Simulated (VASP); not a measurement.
A convergence study with VASP on Cr (bcc, AFM order): one setting is varied, all else stays as given below, so the limit is that of these other settings.

```yaml
crystal:
  lattice:
    - [2.88000, 0.00000, 0.00000]
    - [0.00000, 2.88000, 0.00000]
    - [0.00000, 0.00000, 2.88000]
  atoms:
    - { symbol: Cr, position: [0.00000, 0.00000, 0.00000], spin: 1.5 }
    - { symbol: Cr, position: [0.50000, 0.50000, 0.50000], spin: -1.5 }
```

Level of theory: PBE GGA, VASP's PBE PAW potentials (set 64) (plane waves; VASP). The tightest run used: 550 eV cut-off, 22×22×22 Γ-centred mesh, first-order Methfessel-Paxton smearing of 0.10 eV, potentials Cr_pv.

| setting | E (eV/atom) | pressure (GPa) | irreducible k-points |
|---|---|---|---|
| 1×1×1 mesh | -13.2801 | -38.94 | 1 |
| 3×3×3 mesh | -9.4659 | -6.58 | 4 |
| 4×4×4 mesh | -9.5598 | -10.04 | 10 |
| 5×5×5 mesh | -9.5197 | -1.01 | 10 |
| 6×6×6 mesh | -9.5326 | -3.06 | 20 |

Task: These are the cheaper rows. Estimate the results at 22×22×22 mesh, and how far the last row shown lies from them.

Result: 
```csv
quantity,tightest run,last row shown is off by
E (eV/atom),-9.5293,-0.0032
pressure (GPa),-2.47,-0.60
```

Left out are rungs that failed or repeat a setting and relaxations that didn't move; long series are thinned to 24 rows.

The compound is Cr in the bcc, AFM order structure. The cell was not relaxed at this level. The spin order is the one that the start imposed; others were not tried in this run.
